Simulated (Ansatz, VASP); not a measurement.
## Al5BP6 in VASP and in Ansatz

```
CELL_PARAMETERS angstrom
3.64828 0.00000 0.00000
-1.82414 3.15950 0.00000
0.00000 0.00000 17.87285
ATOMIC_POSITIONS crystal
Al 0.00000 0.00000 0.00000
Al 0.33333 0.66667 0.83333
Al 0.66667 0.33333 0.66667
Al 0.00000 0.00000 0.50000
Al 0.33333 0.66667 0.33333
B 0.66667 0.33333 0.16667
P 0.00000 0.00000 0.87500
P 0.33333 0.66667 0.70833
P 0.66667 0.33333 0.54167
P 0.00000 0.00000 0.37500
P 0.33333 0.66667 0.20833
P 0.66667 0.33333 0.04167
```

Alike in both runs: task single point; functional PBE; k mesh 6 × 6 × 1; occupations gaussian, width 0.1 eV; no spin polarisation.

|  | VASP | Ansatz |
| --- | --- | --- |
| version | VASP 6.6.1 | Ansatz 0.2.0 |
| potentials or method | VASP PAW PBE potentials, release 64 (Al, B, P) | scalar-relativistic, plane waves, PAW |
| plane-wave cutoff (eV) | 520 | 420 |
| valence electrons in the cell | 48 | 48 |

VASP gave:

* gap on the k mesh at the Fermi level (eV): 1.10
* least direct gap on the mesh (eV): 2.11
* pressure (GPa): 15.5
* largest component of the traceless stress (GPa): 0.06
* rms of the force components (eV/Å): 0.761

Which values does Ansatz return?

gap on the k mesh at the Fermi level (eV): 1.10; least direct gap on the mesh (eV): 2.11; pressure (GPa): 15.6; largest component of the traceless stress (GPa): 0.06; rms of the force components (eV/Å): 0.762.

Atom by atom the forces differ by 0.002 eV/Å (rms over components). With one functional, cell and mesh, what is left measures potentials, basis and numerics.

Caveats: so large a pressure means that the cell lies far from this level's equilibrium, or that cutoff or potentials fall short (VASP); an odd mesh through Γ misses points on the zone boundary, where band edges often lie; forces of over 1 eV/Å show positions far from the minimum, so gaps and moduli don't describe the material at rest.
